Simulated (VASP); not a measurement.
An input for Ansatz (written as the equivalent of a VASP run, and not itself run):

Ansatz 0.2 input:
```yaml
crystal:
  lattice:
    - [2.1008538, 3.6181341, -0.0075460]
    - [2.1008538, -3.6181341, 0.0075460]
    - [0.0000000, 0.0093431, -5.1885757]
  atoms:
    - { symbol: Te, position: [0.3213081, 0.6786919, 0.7104660] }
    - { symbol: Te, position: [0.6786919, 0.3213081, 0.2895340] }
    - { symbol: Au, position: [0.0000000, 0.0000000, 0.0000000] }
kpoints:
  mp_grid: { grid: [8, 8, 6] }
hamiltonian:
  xc: r2scan
  pseudopotentials: { kind: paw }
scf:
  occupations: { method: methfessel_paxton, width: 0.1 }
  max_iter: 100
relax:
  max_steps: 60
  f_tol: 0.02
  cell: {}
output: { forces: true, stress: true, eigenvalues: true }
```

### Question
Translate this input to VASP (INCAR, KPOINTS, POSCAR, choice of POTCAR).

### Answer
This is not unique; one that fits is 
### POSCAR
```
Te2Au
1
    2.1008538403     3.6181340542    -0.0075460316
    2.1008538403    -3.6181340542     0.0075460316
    0.0000000000     0.0093430652    -5.1885757201
Te Au
2 1
Direct
  0.3213081083   0.6786918917   0.7104659670
  0.6786918917   0.3213081083   0.2895340330
  0.0000000000   0.0000000000   0.0000000000
```

File KPOINTS:
```
Automatic mesh
0
Gamma
8 8 6
0 0 0
```

INCAR:
```
SYSTEM  =  Te2Au
PREC  =  Accurate; ENCUT  =  400; LREAL  =  .False.
LASPH  =  .True.
EDIFF  =  1E-6; NELM  =  100; ALGO  =  Normal
LMAXMIX  =  6; LMIXTAU  =  .True.
ISMEAR  =  1; SIGMA  =  0.1
METAGGA  =  R2SCAN
IBRION  =  2; NSW  =  60; ISIF  =  3
EDIFFG  =  -0.02
LWAVE  =  .False.; LCHARG  =  .False.
```

POTCAR, in this order: Te Au (PBE.64 set). Program: vasp_std.

The two are equivalent in intent, not identical: each code has its own PAW files, so the cut-off isn't converted (ENCUT is set for VASP's; basis.ecutwfc is left out, and Ansatz then takes the one that its files recommend); Ansatz stops its SCF on the density residual and VASP on the energy change (EDIFF).

The compound is Te2Au in the sg12 structure. It was relaxed first. The start is the result of an earlier pass.
